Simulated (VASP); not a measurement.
For cubic NaH (rock salt), LDA (Ceperley-Alder, Perdew-Zunger), VASP's LDA PAW potentials (set 64) in VASP 6.6.1 gives ε∞ = 3.34, a static ε₀ = 8.61 and a transverse optical mode at 584 cm⁻¹.

Task: Estimate the longitudinal optical frequency at Γ.

Result: By the Lyddane-Sachs-Teller relation, ω_LO = ω_TO √(ε₀/ε∞) = 584 × √(8.61/3.34) = 938 cm⁻¹.

The compound is NaH in the rock salt structure. It was relaxed first, which changed the volume by -13 %.
